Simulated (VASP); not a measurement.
Output of a VASP run:

### OUTCAR
```
 ion  position               nearest neighbor table
   1  0.000  0.000  0.000-   2 2.92   3 2.92   4 2.92   2 2.92   3 2.92   2 2.92   4 2.92   2 2.92
                             3 2.92   4 2.92   3 2.92   4 2.92
   2  0.000  0.500  0.500-   1 2.92   3 2.92   4 2.92   1 2.92   4 2.92   1 2.92   3 2.92   1 2.92
                             3 2.92   4 2.92   4 2.92   3 2.92
   3  0.500  0.000  0.500-   1 2.92   2 2.92   4 2.92   1 2.92   4 2.92   2 2.92   4 2.92   4 2.92
                             1 2.92   2 2.92   1 2.92   2 2.92
   4  0.500  0.500  0.000-   1 2.92   2 2.92   3 2.92   2 2.92   3 2.92   1 2.92   3 2.92   3 2.92
                             1 2.92   2 2.92   2 2.92   1 2.92
  LATTYP: Found a simple cubic cell.
 ALAT       =     4.1300343559
 Subroutine PRICEL returns:
 Original cell was already a primitive cell.
 Subroutine GETGRP returns: Found 48 space group operations
The static configuration has the point symmetry O_h .
The dynamic configuration has the point symmetry O_h .
 Subroutine INISYM returns: Found 48 space group operations
 Subroutine IBZKPT returns following result:
 Found     35 irreducible k-points:

 Following reciprocal coordinates:
            Coordinates               Weight
  0.000000  0.000000  0.000000      1.000000
  0.125000  0.000000  0.000000      6.000000
  0.250000  0.000000  0.000000      6.000000
  0.375000  0.000000  0.000000      6.000000
  0.500000  0.000000  0.000000      3.000000
  0.125000  0.125000  0.000000     12.000000
  0.250000  0.125000  0.000000     24.000000
  0.375000  0.125000  0.000000     24.000000
  0.500000  0.125000  0.000000     12.000000
  0.250000  0.250000  0.000000     12.000000
  0.375000  0.250000  0.000000     24.000000
  0.500000  0.250000  0.000000     12.000000
  0.375000  0.375000  0.000000     12.000000
  0.500000  0.375000  0.000000     12.000000
  0.500000  0.500000  0.000000      3.000000
  0.125000  0.125000  0.125000      8.000000
  0.250000  0.125000  0.125000     24.000000
  0.375000  0.125000  0.125000     24.000000
  0.500000  0.125000  0.125000     12.000000
  0.250000  0.250000  0.125000     24.000000
  0.375000  0.250000  0.125000     48.000000
  0.500000  0.250000  0.125000     24.000000
  0.375000  0.375000  0.125000     24.000000
  0.500000  0.375000  0.125000     24.000000
  0.500000  0.500000  0.125000      6.000000
  0.250000  0.250000  0.250000      8.000000
  0.375000  0.250000  0.250000     24.000000
  0.500000  0.250000  0.250000     12.000000
  0.375000  0.375000  0.250000     24.000000
  0.500000  0.375000  0.250000     24.000000
  0.500000  0.500000  0.250000      6.000000
  0.375000  0.375000  0.375000      8.000000
  0.500000  0.375000  0.375000     12.000000
  0.500000  0.500000  0.375000      6.000000
  0.500000  0.500000  0.500000      1.000000
   k-points           NKPTS =     35   k-points in BZ     NKDIM =     35   number of bands    NBANDS=     14
   number of dos      NEDOS =    301   number of ions     NIONS =      4
   total plane-waves  NPLWV =  32768
   dimension x,y,z NGX =    32 NGY =   32 NGZ =   32
   dimension x,y,z NGXF=    64 NGYF=   64 NGZF=   64
   ions per type =               1   3
   PREC   = accura    normal or accurate (medium, high low for compatibility)
   ISTART =      0    job   : 0-new  1-cont  2-samecut
   ICHARG =      2    charge: 1-file 2-atom 10-const
   ISPIN  =      1    spin polarized calculation?
   LNONCOLLINEAR =      F non collinear calculations
   LSORBIT =      F    spin-orbit coupling
   INIWAV =      1    electr: 0-lowe 1-rand  2-diag
   ENCUT  =  520.0 eV  38.22 Ry    6.18 a.u.   7.68  7.68  7.68*2*pi/ulx,y,z
   NELM   =    100;   NELMIN=  2; NELMDL= -5     # of ELM steps
   EDIFF  = 0.1E-06   stopping-criterion for ELM
   LREAL  =      F    real-space projection
   NLSPLINE    = F    spline interpolate recip. space projectors
   LMAXMIX     =    4 max onsite mixed and CHGCAR
   VOSKOWN=      0    Vosko Wilk Nusair interpolation
   EDIFFG = 0.1E-05   stopping-criterion for IOM
   NSW    =      0    number of steps for IOM
   NBLOCK =      1;   KBLOCK =      1    inner block; outer block
...
```

### OSZICAR
```
       N       E                     dE             d eps       ncg     rms          rms(c)
DAV:   1     0.124780497304E+03    0.12478E+03   -0.82721E+03   980   0.128E+03
DAV:   2    -0.617575146425E+01   -0.13096E+03   -0.12915E+03   980   0.368E+02
DAV:   3    -0.139105526147E+02   -0.77348E+01   -0.74360E+01  1540   0.758E+01
DAV:   4    -0.140369744877E+02   -0.12642E+00   -0.12525E+00  1390   0.944E+00
DAV:   5    -0.140405984339E+02   -0.36239E-02   -0.36230E-02  1424   0.161E+00    0.848E+00
DAV:   6    -0.131259074482E+02    0.91469E+00   -0.50155E+00  1630   0.256E+01    0.292E+00
DAV:   7    -0.130878179545E+02    0.38089E-01   -0.11761E-01  1336   0.324E+00    0.177E+00
DAV:   8    -0.130704314837E+02    0.17386E-01   -0.45731E-02  1542   0.202E+00    0.259E-01
DAV:   9    -0.130703862578E+02    0.45226E-04   -0.48587E-03  1322   0.886E-01    0.138E-01
DAV:  10    -0.130702637798E+02    0.12248E-03   -0.64899E-04  1618   0.320E-01    0.572E-02
DAV:  11    -0.130702799447E+02   -0.16165E-04   -0.78156E-05  1626   0.787E-02    0.515E-02
DAV:  12    -0.130702592926E+02    0.20652E-04   -0.16408E-04  1596   0.156E-01    0.601E-03
DAV:  13    -0.130702587206E+02    0.57202E-06   -0.64480E-06  1634   0.292E-02    0.156E-03
DAV:  14    -0.130702587490E+02   -0.28364E-07   -0.17156E-07   886   0.374E-03
   1 F= -.13070259E+02 E0= -.13069538E+02  d E =-.216292E-02
```

File OUTCAR:
```
------------------------ aborting loop because EDIFF is reached ----------------------------------------
  FORCE on cell =-STRESS in cart. coord.  units (eV):
  Direction    XX          YY          ZZ          XY          YZ          ZX
  --------------------------------------------------------------------------------------
  Total       -1.0534700     -1.0534700     -1.0534700      0.0000000     -0.0000000      0.0000000
  in kB      -23.9591689    -23.9591689    -23.9591689      0.0000000     -0.0000000      0.0000000
  external PRESSURE =     -23.9591689 kB  Pullay stress =       0.0000000 kB
  volume of cell :       70.45
      direct lattice vectors                 reciprocal lattice vectors
     4.130034356  0.000000000  0.000000000     0.242128736  0.000000000  0.000000000
     0.000000000  4.130034356  0.000000000     0.000000000  0.242128736  0.000000000
     0.000000000  0.000000000  4.130034356     0.000000000  0.000000000  0.242128736
 POSITION                                       TOTAL-FORCE (eV/Angst)
 -----------------------------------------------------------------------------------
      0.00000      0.00000      0.00000         0.000000      0.000000      0.000000
      0.00000      2.06502      2.06502         0.000000      0.000000      0.000000
      2.06502      0.00000      2.06502         0.000000      0.000000      0.000000
      2.06502      2.06502      0.00000         0.000000      0.000000      0.000000
 -----------------------------------------------------------------------------------
    total drift:                               -0.000000      0.000000      0.000000
  FREE ENERGIE OF THE ION-ELECTRON SYSTEM (eV)
  ---------------------------------------------------
  free  energy   TOTEN  =       -13.0702587490 eV

  energy  without entropy=      -13.0680958317  energy(sigma->0) =      -13.06953778
```
(Selected blocks of OUTCAR.)

POSCAR:
```
Al3Sc
1
    4.1300343559     0.0000000000     0.0000000000
    0.0000000000     4.1300343559     0.0000000000
    0.0000000000     0.0000000000     4.1300343559
Sc Al
1 3
Direct
  0.0000000000   0.0000000000   0.0000000000
  0.0000000000   0.5000000000   0.5000000000
  0.5000000000   0.0000000000   0.5000000000
  0.5000000000   0.5000000000   0.0000000000
```

Reconstruct the remaining input files.

This is not unique; one that fits is the input of the run itself, optB86b-vdW, plane waves, VASP's PBE PAW potentials (set 64).

File KPOINTS:
```
Regular mesh
0
G
  8 8 8
```

INCAR:
```
SYSTEM  =  Al3Sc
PREC  =  Accurate; ENCUT  =  520; LREAL  =  .False.
LASPH  =  .True.
EDIFF  =  1E-7; NELM  =  100; ALGO  =  Normal
LMAXMIX  =  4
ISMEAR  =  1; SIGMA  =  0.1
GGA  =  MK; LUSE_VDW  =  .True.; AGGAC  =  0.0
PARAM1  =  0.1234; PARAM2  =  1.0
ISIF  =  2
LWAVE  =  .False.; LCHARG  =  .False.
```

POTCAR, in this order: Sc_sv Al (PBE.64 set). Program: vasp_std.

The compound is Al3Sc in the L1_2 structure. This cell is one point of a volume scan, at 1.03 of the reference volume.
